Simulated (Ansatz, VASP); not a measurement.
**TaNb3F2 in VASP and in Ansatz**

The input INCAR:

```
PREC = Accurate ; ENCUT = 520
EDIFF = 1E-6 ; ISMEAR = 0
SIGMA = 0.1 ; LREAL = F
LASPH = T ; NELM = 60
ALGO = Normal ; ISIF = 2
LWAVE = F ; LCHARG = F
GGA = PE ; NBANDS = 41
```

Contents of KPOINTS:

```
regular mesh
0
Gamma
  6 6 6
```

Contents of POSCAR:

```
TaNb3F2
1.0
    2.6207755400      1.5131054700      3.8298234200
   -2.6207755400      1.5131054700      3.8298234200
    0.0000000000     -3.0262109300      3.8298234200
Ta Nb F
1 3 2
Direct
    0.0000000000      0.0000000000      0.0000000000
    0.0000000000      0.5000000000      0.0000000000
    0.5000000000      0.0000000000      0.0000000000
    0.0000000000      0.0000000000      0.5000000000
    0.6285859900      0.6285859900      0.6285859900
    0.3714140100      0.3714140100      0.3714140100
```

Input for Ansatz:

```yaml
crystal:
  lattice:
    - [2.62077554, 1.51310547, 3.82982342]
    - [-2.62077554, 1.51310547, 3.82982342]
    - [0.0, -3.02621093, 3.82982342]
  atoms:
    - { symbol: Ta, position: [0.0, 0.0, 0.0] }
    - { symbol: Nb, position: [0.0, 0.5, 0.0] }
    - { symbol: Nb, position: [0.5, 0.0, 0.0] }
    - { symbol: Nb, position: [0.0, 0.0, 0.5] }
    - { symbol: F, position: [0.62858599, 0.62858599, 0.62858599] }
    - { symbol: F, position: [0.37141401, 0.37141401, 0.37141401] }
basis:
  ecutwfc: 420
kpoints:
  mp_grid: { grid: [6, 6, 6] }
hamiltonian:
  xc: pbe
scf:
  occupations: { method: gaussian, width: 0.1 }
  lower_state_search: "off"
output:
  forces: true
  stress: true
  eigenvalues: true
```

Change from the starting cell: species swapped into the Y2AlCo3 type (R-3m, No. 166).

Alike in both runs: task single point; functional PBE; k mesh 6 × 6 × 6; occupations gaussian, width 0.1 eV; no spin polarisation.

|  | VASP | Ansatz |
| --- | --- | --- |
| version | VASP 6.6.1 | Ansatz 0.2.0 |
| potentials or method | VASP PAW PBE potentials, release 64 (Ta_pv, Nb_sv, F) | scalar-relativistic, plane waves, PAW |
| plane-wave cutoff (eV) | 520 | 420 |
| valence electrons in the cell | 64 | 66 |

VASP gave:

| Property | Result |
| --- | --- |
| gap on the k mesh at the Fermi level (eV) | none |
| rms of the force components (eV/Å) | 0.089 |

Problem. Which values does Ansatz return?

Solution. gap on the k mesh at the Fermi level (eV): none; rms of the force components (eV/Å): 0.090.

Atom by atom the forces differ by 0.001 eV/Å (rms over components). A gap of «none» marks a metal or a gap that the smearing closes. The two sets of potentials don't hold the same shells in valence.

 The runs have no spin-orbit coupling, so splittings on Ta are missing.
